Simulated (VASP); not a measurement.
Input:

```xyz
4
Lattice="4.3837 0.0000 0.0000 -2.1919 3.7964 0.0000 0.0000 0.0000 6.0035" Properties=species:S:1:pos:R:3 pbc="T T T"
In     0.0000     2.5310     1.5009
In     2.1919     1.2655     4.5026
P      0.0000     2.5310     4.5026
P      2.1919     1.2655     1.5009
```

Computed with r2SCAN meta-GGA, VASP's PBE PAW potentials (set 64) (plane waves; VASP). Numerical set-up: 400 eV cut-off, 9×9×6 Γ-centred mesh, tetrahedra with Blöchl corrections, potentials In_d P.

The cores are frozen, which limits the accuracy of field gradients.

Question: Give the principal components of the electric field gradient (V/Å²) and the asymmetry η at each nucleus.

Answer: 
| atom | Vxx | Vyy | Vzz | η |
|---|---|---|---|---|
| In1 | -73.3 | -73.3 | 146.6 | 0.00 |
| In2 | -73.3 | -73.3 | 146.6 | 0.00 |
| P3 | 24.1 | 24.1 | -48.2 | 0.00 |
| P4 | 24.1 | 24.1 | -48.2 | 0.00 |

The structure was generated: InP was put into the h-BN type (P6_3/mmc), which need not be its known phase. It was relaxed first, which changed the volume by -35 %.
